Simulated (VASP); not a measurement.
# NiSe2 in VASP: how settings move the LDA relaxation

Aim: see what changed inputs do to the LDA relaxation of NiSe2 (fluorite). This is a trial cell built on a prototype, not taken from a measured structure, and it needn't be the compound's ground state.

Program: VASP 6.6.1. PAW datasets, plane waves. No spin polarisation. The prototype was imposed, so other structures may be more stable.

**1. The structure to begin with**

The cell comes from an earlier relaxation with PBE in another program.

The symmetry is Fm-3m (No. 225, cubic); conventional cell a = 6.035 Å, 18.31 Å³ an atom. Ni has 8 Se at 2.61 Å; Se has 4 Ni at 2.61 Å.

Coordinates:

```xyz
3
Lattice="0.0000 3.0173 3.0173 3.0173 0.0000 3.0173 3.0173 3.0173 0.0000" Properties=species:S:1:pos:R:3 pbc="T T T"
Ni    0.0000    0.0000    0.0000
Se    1.5087    1.5087    1.5087
Se    4.5260    4.5260    4.5260
```

The LDA run on sound settings gave: energy (σ→0) -14.9024 eV, final volume 17.020 Å³/atom.

**2. Altered input 1**

Input file INCAR:

```
SIGMA = 0.020000
EDIFF = 1.00e-07
EDIFFG = -5.00e-03
GGA = CA
PREC = Accurate
IBRION = 2
ISIF = 3
ISMEAR = -1
NBANDS = 18
NSW = 40
LASPH = .TRUE.
LCHARG = .FALSE.
LWAVE = .FALSE.
LREAL = .FALSE.
ENCUT = 400
NELM = 91
```

Input file KPOINTS:

```
KPOINTS created by Atomic Simulation Environment
0
Gamma
6 6 6
0 0 0
```

Input file POSCAR:

```
Ni Se
 1.0000000000000000
     0.0000000000000000    3.0173250655852599    3.0173250655852599
     3.0173250655852599    0.0000000000000000    3.0173250655852599
     3.0173250655852599    3.0173250655852599    0.0000000000000000
 Ni  Se
   1   2
Cartesian
 -0.0000000000000000  0.0000000000000000 -0.0000000000000000
  1.5086625327926300  1.5086625327926300  1.5086625327926300
  4.5259875983778910  4.5259875983778910  4.5259875983778910
```

Potentials: the recommended LDA PAW datasets, 22 valence electrons in the neutral cell.

Started as:

```bash
$ mpirun -np 1 vasp_std
```

**3. Altered input 2**

Input file INCAR:

```
ENCUT = 600.000000
SIGMA = 0.020000
EDIFF = 1.00e-07
GGA = CA
PREC = Accurate
IBRION = 2
ISIF = 3
ISMEAR = -1
NBANDS = 18
NSW = 40
LASPH = .TRUE.
LCHARG = .FALSE.
LWAVE = .FALSE.
LREAL = .FALSE.
NELECT = 21
EDIFFG = 1e-05
NELM = 84
```

Input file KPOINTS:

```
KPOINTS created by Atomic Simulation Environment
0
Gamma
6 6 6
0 0 0
```

Input file POSCAR:

```
Ni Se
 1.0000000000000000
     0.0000000000000000    3.0173250655852599    3.0173250655852599
     3.0173250655852599    0.0000000000000000    3.0173250655852599
     3.0173250655852599    3.0173250655852599    0.0000000000000000
 Ni  Se
   1   2
Cartesian
 -0.0000000000000000  0.0000000000000000 -0.0000000000000000
  1.5086625327926300  1.5086625327926300  1.5086625327926300
  4.5259875983778910  4.5259875983778910  4.5259875983778910
```

**4. Altered input 3**

Input file INCAR:

```
ENCUT = 600.000000
SIGMA = 0.020000
EDIFF = 1.00e-07
EDIFFG = -5.00e-03
GGA = CA
PREC = Accurate
IBRION = 2
ISIF = 3
ISMEAR = -1
NBANDS = 18
LASPH = .TRUE.
LCHARG = .FALSE.
LWAVE = .FALSE.
LREAL = .FALSE.
NELM = 91
NSW = 30
LDAU = .TRUE.
LDAUTYPE = 2
LDAUL = 2 2 2
LDAUU = 4 4 4
```

Input file KPOINTS:

```
KPOINTS created by Atomic Simulation Environment
0
Gamma
6 6 6
0 0 0
```

Input file POSCAR:

```
Ni Se
 1.0000000000000000
     0.0000000000000000    3.0173250655852599    3.0173250655852599
     3.0173250655852599    0.0000000000000000    3.0173250655852599
     3.0173250655852599    3.0173250655852599    0.0000000000000000
 Ni  Se
   1   2
Cartesian
 -0.0000000000000000  0.0000000000000000 -0.0000000000000000
  1.5086625327926300  1.5086625327926300  1.5086625327926300
  4.5259875983778910  4.5259875983778910  4.5259875983778910
```

Q: Predict the outcome of this session. Wanted: for each run, changed; ending; energy change; volume; electronic steps; usable.

As calculated:

| run | changed | ending | energy change (meV/atom) | volume (Å³/atom) | electronic steps | time | usable |
| --- | --- | --- | --- | --- | --- | --- | --- |
| ref. | – | converged | 0 | 17.020 | – | – | yes |
| 1 | ENCUT = 400, NELM = 91 | converged | -1.5 | 17.006 | 38 | 28 s | no |
| 2 | NELECT = 21, EDIFFG = 1e-05, NELM = 84 | converged | – | 12.290 | 69 | 1.8 min | no |
| 3 | LDAU = .TRUE., LDAUTYPE = 2, LDAUL = 2 2 2, LDAUU = 4 4 4 | converged | – | 16.989 | 63 | 99 s | no |

**Reading.** Of 3 altered inputs, 3 ended normally on a faulty or unsound input.
